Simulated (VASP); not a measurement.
```yaml
crystal:
  lattice:
    - [3.85907, 0.00000, 0.00000]
    - [-1.92953, 3.34205, 0.00000]
    - [0.00000, 0.00000, 6.66753]
  atoms:
    - { symbol: In, position: [0.00000, 0.00000, 0.00000] }
    - { symbol: In, position: [0.00000, 0.00000, 0.50000] }
    - { symbol: As, position: [0.33333, 0.66667, 0.25000] }
    - { symbol: As, position: [0.66667, 0.33333, 0.75000] }
```

Computed with PBEsol GGA, VASP's PBE PAW potentials (set 64) (plane waves; VASP 6.6.1). Settings: 500 eV cut-off, 9×9×5 Γ-centred mesh, first-order Methfessel-Paxton smearing of 0.10 eV, potentials In_d As.

Unless said otherwise, spin-orbit coupling is left out, though it shifts the bands of the heavy elements here.

Question: Estimate the energy per atom (σ→0), pressure, band gap (on the k-mesh) with the smallest direct gap where there is one.

Answer: 
```json
{
  "band gap (on the k-mesh)": "none (metal, semimetal or under 0.01 eV)",
  "energy per atom (σ→0)": "-4.042 eV/atom",
  "pressure": "5.12 GPa"
}
```

The structure was generated: InAs was put into the NiAs type type (P6_3/mmc), which need not be its known phase. It was relaxed first under an external pressure of 5 GPa.
